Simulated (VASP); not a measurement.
Output of a VASP run:

File OSZICAR:
```
...
DAV:  10    -0.359157492031E+02   -0.14079E-01   -0.17183E-01  7590   0.341E+00    0.154E+00
DAV:  11    -0.359129518784E+02    0.27973E-02   -0.18249E-02  7688   0.161E+00    0.516E-01
DAV:  12    -0.359122173932E+02    0.73449E-03   -0.60295E-03  8612   0.115E+00    0.173E-01
DAV:  13    -0.359122976748E+02   -0.80282E-04   -0.46612E-04  7956   0.162E-01    0.570E-02
DAV:  14    -0.359122902220E+02    0.74528E-05   -0.87175E-05  8350   0.728E-02    0.283E-02
DAV:  15    -0.359122900230E+02    0.19897E-06   -0.31724E-05  7812   0.731E-02    0.165E-02
DAV:  16    -0.359122888749E+02    0.11481E-05   -0.50508E-06  8326   0.308E-02    0.557E-03
DAV:  17    -0.359122889914E+02   -0.11644E-06   -0.11903E-06  9246   0.146E-02    0.206E-03
DAV:  18    -0.359122888151E+02    0.17630E-06   -0.18851E-07  4634   0.393E-03    0.114E-03
DAV:  19    -0.359122888021E+02    0.12976E-07   -0.21706E-08  3618   0.198E-03
   1 F= -.35912289E+02 E0= -.35912213E+02  d E =-.359123E+02  mag=    -0.0000
       N       E                     dE             d eps       ncg     rms          rms(c)
DAV:   1    -0.359120549420E+02    0.23387E-03   -0.10635E+00  7200   0.689E+00    0.449E-01
DAV:   2    -0.359135808277E+02   -0.15259E-02   -0.29574E-02  8294   0.133E+00    0.297E-01
DAV:   3    -0.359131391717E+02    0.44166E-03   -0.14609E-03  9318   0.499E-01    0.185E-01
DAV:   4    -0.359129193667E+02    0.21981E-03   -0.10070E-03  9000   0.359E-01    0.106E-01
DAV:   5    -0.359129000135E+02    0.19353E-04   -0.27498E-04  8350   0.192E-01    0.344E-02
DAV:   6    -0.359129004936E+02   -0.48009E-06   -0.19778E-05  7758   0.398E-02    0.204E-02
DAV:   7    -0.359129000099E+02    0.48373E-06   -0.23366E-06  8354   0.135E-02    0.648E-03
DAV:   8    -0.359128998060E+02    0.20388E-06   -0.82130E-07  7488   0.638E-03    0.208E-03
DAV:   9    -0.359128998284E+02   -0.22438E-07   -0.32768E-08  3618   0.208E-03
   2 F= -.35912900E+02 E0= -.35912831E+02  d E =-.611026E-03  mag=    -0.0000
       N       E                     dE             d eps       ncg     rms          rms(c)
DAV:   1    -0.359133097554E+02   -0.40995E-03   -0.17712E-01  7200   0.281E+00    0.184E-01
DAV:   2    -0.359135747899E+02   -0.26503E-03   -0.49613E-03  8282   0.548E-01    0.123E-01
DAV:   3    -0.359134917563E+02    0.83034E-04   -0.27024E-04  9476   0.220E-01    0.782E-02
DAV:   4    -0.359134549994E+02    0.36757E-04   -0.17171E-04  8904   0.149E-01    0.411E-02
DAV:   5    -0.359134491170E+02    0.58824E-05   -0.43502E-05  8038   0.719E-02    0.142E-02
DAV:   6    -0.359134496639E+02   -0.54691E-06   -0.31190E-06  7608   0.144E-02    0.822E-03
DAV:   7    -0.359134493600E+02    0.30384E-06   -0.41996E-07  7876   0.555E-03    0.254E-03
DAV:   8    -0.359134494234E+02   -0.63353E-07   -0.12264E-07  4130   0.276E-03
   3 F= -.35913449E+02 E0= -.35913379E+02  d E =-.116062E-02  mag=     0.0000
       N       E                     dE             d eps       ncg     rms          rms(c)
DAV:   1    -0.359135891878E+02   -0.13983E-03   -0.67215E-03  7200   0.657E-01    0.903E-02
DAV:   2    -0.359135219895E+02    0.67198E-04   -0.22255E-04  7800   0.179E-01    0.610E-02
DAV:   3    -0.359135008358E+02    0.21154E-04   -0.11334E-04  9564   0.144E-01    0.405E-02
DAV:   4    -0.359134888371E+02    0.11999E-04   -0.40315E-05  9534   0.738E-02    0.162E-02
DAV:   5    -0.359134882694E+02    0.56774E-06   -0.38879E-06  7668   0.211E-02    0.746E-03
DAV:   6    -0.359134883280E+02   -0.58619E-07   -0.49107E-07  7404   0.597E-03
   4 F= -.35913488E+02 E0= -.35913415E+02  d E =-.389046E-04  mag=    -0.0000
```

File OUTCAR:
```
------------------------ aborting loop because EDIFF is reached ----------------------------------------
  FORCE on cell =-STRESS in cart. coord.  units (eV):
  Direction    XX          YY          ZZ          XY          YZ          ZX
  --------------------------------------------------------------------------------------
  Total        2.7163864      2.7163864      2.6702340      0.0000000      0.0000000      0.0000000
  in kB       82.2292157     82.2292157     80.8321108      0.0000000      0.0000000      0.0000000
  external PRESSURE =      81.7635141 kB  Pullay stress =       0.0000000 kB
  volume of cell :       52.93
      direct lattice vectors                 reciprocal lattice vectors
     4.335302170 -0.000000000  0.000000000     0.230664429  0.000000000  0.000000000
    -0.000000000  4.335302170  0.000000000     0.000000000  0.230664429  0.000000000
     0.000000000  0.000000000  2.816029711     0.000000000  0.000000000  0.355109890
 POSITION                                       TOTAL-FORCE (eV/Angst)
 -----------------------------------------------------------------------------------
     -0.00000      0.00000      2.81603         0.000000      0.000000      0.000000
      2.16765      2.16765      1.40801         0.000000      0.000000      0.000000
      1.31158      1.31158      2.81603        -0.001470     -0.001470     -0.000000
      3.47923      0.85607      1.40801        -0.001470      0.001470      0.000000
      0.85607      3.47923      1.40801         0.001470     -0.001470     -0.000000
      3.02373      3.02373      0.00000         0.001470      0.001470      0.000000
 -----------------------------------------------------------------------------------
    total drift:                                0.000000     -0.000000     -0.000000
  FREE ENERGIE OF THE ION-ELECTRON SYSTEM (eV)
  ---------------------------------------------------
  free  energy   TOTEN  =       -35.9134883280 eV

  energy  without entropy=      -35.9132695203  energy(sigma->0) =      -35.91341539

 total charge

# of ion       s       p       d       tot
------------------------------------------
    1        0.374   6.515   4.990  11.880
    2        0.374   6.515   4.990  11.880
    3        1.566   3.472   0.000   5.038
    4        1.566   3.472   0.000   5.038
    5        1.566   3.472   0.000   5.038
    6        1.566   3.472   0.000   5.038
--------------------------------------------------
tot          7.012  26.920   9.981  43.913

 magnetization (x)

# of ion       s       p       d       tot
------------------------------------------
    1        0.010   0.018   2.347   2.375
    2       -0.010  -0.018  -2.347  -2.375
    3       -0.001  -0.044   0.000  -0.044
    4        0.001   0.044   0.000   0.044
    5        0.001   0.044   0.000   0.044
    6       -0.001  -0.044   0.000  -0.044
--------------------------------------------------
tot          0.000   0.000  -0.000  -0.000

 reached required accuracy - stopping structural energy minimisation
```
(Selected blocks of OUTCAR.)

### POSCAR
```
MnO2
1
    4.3361891512     0.0000000000     0.0000000000
    0.0000000000     4.3361891512     0.0000000000
    0.0000000000     0.0000000000     2.8148777730
Mn O
2 4
Direct
  0.0000000000   0.0000000000   0.0000000000
  0.5000000000   0.5000000000   0.5000000000
  0.3032167618   0.3032167618   0.0000000000
  0.8032167618   0.1967832382   0.5000000000
  0.1967832382   0.8032167618   0.5000000000
  0.6967832382   0.6967832382   0.0000000000
```

Task: Write an INCAR and KPOINTS that could have produced this output.

Result: Several could match; the one computed here: the input of the run itself, vdW-DF-cx, plane waves, VASP's PBE PAW potentials (set 64).

INCAR:
```
AGGAC = 0.0
ALGO = Normal
EDIFF = 1E-7
EDIFFG = -0.01
ENCUT = 520
GGA = CX
IBRION = 2
ISIF = 4
ISMEAR = 1
ISPIN = 2
LASPH = T
LCHARG = F
LMAXMIX = 4
LORBIT = 10
LREAL = F
LUSE_VDW = T
LWAVE = F
MAGMOM = 2.4 -2.4 -0.0 2*0.0 -0.0
NELM = 100
NSW = 30
PREC = Accurate
SIGMA = 0.1
SYSTEM = MnO2
```

File KPOINTS:
```
Automatic mesh
0
Gamma
  7 7 11
0 0 0
```

POTCAR, in this order: Mn_pv O (PBE.64 set). Program: vasp_std.

The compound is MnO2 in the rutile structure. This cell is one point of a volume scan, at 0.97 of the reference volume. Symmetry was kept, so distortions that lower it aren't found.
